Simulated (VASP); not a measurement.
Set up this calculation in VASP 6.6.1, as the native input.

* Task: single point
* Functional: LDA
* Potentials or basis: VASP PAW LDA potentials, release 64 (Ag, Be)
* Cutoff: 520 eV
* k mesh: 5 × 5 × 5
* Occupations: gaussian, width 0.2394 eV
* Spin: no spin polarisation
* Dipole correction: no
* Further INCAR settings: ALGO = Normal; EDIFF = 1e-06; NBANDS = 24

The structure of Be2Ag lies in POSCAR:

```
Be2Ag
1.0
   -0.0218578800      3.1197820900      3.1554456700
    3.1254439300     -0.0376532000      3.1712410000
    3.1903706300      3.2005051100     -0.1025809000
Ag Be
2 4
Direct
    0.0128200000      0.9986000000      0.9975160000
    0.2569660000      0.2385700000      0.2463550000
    0.6217680000      0.6334420000      0.6187000000
    0.1338860000      0.6218070000      0.6146960000
    0.6264650000      0.6223070000      0.1258160000
    0.6315510000      0.1222790000      0.6152990000
```

The cell was built by a generator and needn't be a form met in nature.

The input as run:

INCAR

```
SYSTEM = Be2Ag
  PREC = Accurate
  ENCUT = 520
  EDIFF = 1E-6
  ISMEAR = 0
  SIGMA = 0.2394
  LREAL = .False.
  LASPH = .True.
  NELM = 100
  ALGO = Normal
  ISIF = 2
  LWAVE = .False.
  LCHARG = .False.
  GGA = CA
  NBANDS = 24
```

KPOINTS

```
Automatic mesh
0
Gamma
  5 5 5
  0 0 0
```

Potentials or basis: VASP PAW LDA potentials, release 64 (Ag, Be).

The run is started by

```bash
$ cat potpaw_LDA.64/Ag/POTCAR potpaw_LDA.64/Be/POTCAR > POTCAR
$ mpirun -np 1 vasp_std > vasp.out
```

Results of the run:

```json
{
 "Pressure": "-5.5 GPa",
 "Largest force": "0.578 eV/Å",
 "Band gap on the k mesh": "none (metal or under the smearing width)"
}
```

Wall time 70 s on 1 thread of Intel(R) Xeon(R) Platinum 8488C (Sapphire Rapids) (shared host), peak memory 0.22 GiB.
